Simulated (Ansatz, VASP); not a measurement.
## Two plane-wave programs on GaReSi

File INCAR:

```
PREC     = Accurate       # precision mode
ENCUT    = 520            # plane-wave cutoff, eV
EDIFF    = 1E-6           # SCF threshold, eV
ISMEAR   = 0              # smearing method
SIGMA    = 0.12           # smearing width, eV
LREAL    = F              # projectors in reciprocal space
LASPH    = T              # aspherical terms in the spheres
NELM     = 100            # most SCF steps
ALGO     = Normal         # electronic algorithm
ISIF     = 2              # what is computed and relaxed
LWAVE    = F              # write WAVECAR
LCHARG   = T              # write CHGCAR
GGA      = PE             # functional
LELF     = T              # ELF
LVHAR    = T            
NBANDS   = 33             # bands
```

Contents of KPOINTS:

```
Automatic mesh
0
Gamma
  8 8 3
```

POSCAR

```
GaReSi
1.0
    3.1946370000      0.0000000000      0.0000000000
    0.0000000000      3.1946370000      0.0000000000
    0.0000000000      0.0000000000      8.0551010000
Re Ga Si
2 2 2
Direct
    0.7500000000      0.7500000000      0.7306300000
    0.2500000000      0.2500000000      0.2693700000
    0.2500000000      0.2500000000      0.9146000000
    0.7500000000      0.7500000000      0.0854000000
    0.7500000000      0.7500000000      0.4152000000
    0.2500000000      0.2500000000      0.5848000000
```

Input for Ansatz:

```yaml
crystal:
  lattice:
    - [3.194637, 0.0, 0.0]
    - [0.0, 3.194637, 0.0]
    - [0.0, 0.0, 8.055101]
  atoms:
    - { symbol: Re, position: [0.75, 0.75, 0.73063] }
    - { symbol: Re, position: [0.25, 0.25, 0.26937] }
    - { symbol: Ga, position: [0.25, 0.25, 0.9146] }
    - { symbol: Ga, position: [0.75, 0.75, 0.0854] }
    - { symbol: Si, position: [0.75, 0.75, 0.4152] }
    - { symbol: Si, position: [0.25, 0.25, 0.5848] }
  symmetry: { tolerance: 0.0003 }
kpoints:
  mp_grid: { grid: [8, 8, 3], shift: [0, 0, 0] }
  band_path:
    path:
      - [0.0, 0.0, 0.0]
      - [0.0, 0.5, 0.0]
      - [0.5, 0.5, 0.0]
      - [0.0, 0.0, 0.0]
      - [0.0, 0.0, 0.5]
      - [0.0, 0.5, 0.5]
      - [0.5, 0.5, 0.5]
      - [0.0, 0.0, 0.5]
      - [0.0, 0.5, 0.0]
      - [0.0, 0.5, 0.5]
      - [0.5, 0.5, 0.0]
    npoints: 6
magnetization:
  spin_polarized: false
scf:
  occupations: { method: gaussian, width: 0.12 }
  lower_state_search: "off"
  max_iter: 200
hamiltonian:
  pseudopotentials: { kind: paw }
  xc: pbe
basis:
  ecutwfc: 420
  fft_grid_basis: typed
output:
  forces: true
  stress: true
  eigenvalues: true
  bader: true
  populations: true
  elf: true
  write_potential: true
  volumetric_format: npy
  dos:
    e_range: [-12, 8]
    de: 0.05
    projected: { site_lists: { Ga: [Ga], Re: [Re], Si: [Si] } }
checkpoint:
  read: saved_state
```

Alike in both runs: task single point; functional PBE; k mesh 8 × 8 × 3; occupations gaussian, width 0.12 eV; no spin polarisation.

```csv
,VASP,Ansatz
version,VASP 6.6.1,Ansatz 0.2.0
potentials or method,"VASP PAW PBE potentials, release 64 (Re, Ga_d, Si)",PAW plane waves
plane-wave cutoff (eV),520,420
valence electrons in the cell,48,64
```

VASP gave:

```
pressure (GPa)                                  : 3.7
largest component of the traceless stress (GPa) : 0.14
rms of the force components (eV/Å)              : 0.058
```

Task: Estimate Ansatz's values.

Result: Pressure (GPa): 3.4; largest component of the traceless stress (GPa): 0.15; rms of the force components (eV/Å): 0.056.

Atom by atom the forces differ by 0.005 eV/Å (rms over components). With one functional, cell and mesh, what is left measures potentials, basis and numerics. The two sets of potentials don't hold the same shells in valence.

Caveats: spin-orbit coupling is left out, which moves the levels of the heavy elements; an odd mesh through Γ misses points on the zone boundary, where band edges often lie.
